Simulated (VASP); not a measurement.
Data:

```
CELL_PARAMETERS angstrom
      4.12862     0.00000     0.00000
     -2.06431     3.57549     0.00000
      0.00000     0.00000     7.47811
ATOMIC_POSITIONS crystal
  Cu 0.66667 0.33333 0.58995
  Cu 0.33333 0.66667 0.41005
  I  0.33333 0.66667 0.75475
  I  0.66667 0.33333 0.24525
```

These are LDA (Ceperley-Alder, Perdew-Zunger), VASP's LDA PAW potentials (set 64) (plane waves; VASP 6.6.1) values and carry that method's errors. Run with 300 eV cut-off, 8×8×4 Γ-centred mesh, Gaussian smearing of 0.010 eV, potentials Cu I.

Unless said otherwise, spin-orbit coupling is left out, though it shifts the bands of the heavy elements here.

### Question
Give the energies of bands 8 to 21 at the high-symmetry points, in eV from the valence-band maximum.

### Answer

```
band      Γ      M      K      A      L      H
----  -----  -----  -----  -----  -----  -----
8     -3.06  -3.08  -3.71  -3.03  -2.98  -3.35
9     -2.15  -2.30  -2.29  -2.13  -2.30  -2.29
10    -2.15  -2.22  -2.22  -2.13  -2.23  -2.22
11    -1.76  -1.98  -2.00  -1.75  -1.95  -1.99
12    -1.50  -1.89  -2.00  -1.50  -1.90  -1.99
13    -1.50  -1.51  -1.58  -1.50  -1.48  -1.59
14    -0.40  -1.42  -1.58  -0.96  -1.43  -1.59
15    -0.39  -1.35  -1.50  -0.33  -1.40  -1.51
16    -0.39  -1.28  -1.21  -0.33  -1.26  -1.07
17     0.00  -1.26  -1.21  -0.08  -1.09  -1.07
18     0.00  -0.20  -0.55  -0.08  -0.34  -0.72
19     1.51   3.00   2.97   2.82   2.50   3.18
20     2.88   3.09   4.24   2.83   2.83   3.18
21     4.70   3.75   4.24   4.69   3.55   3.92
```

The gap is direct, 1.51 eV, from the valence maximum at Γ to the conduction minimum at Γ.

The structure comes from a computed database's CuI entry (P-3m1); how it stands against other phases isn't given here. The cell was not relaxed at this level.
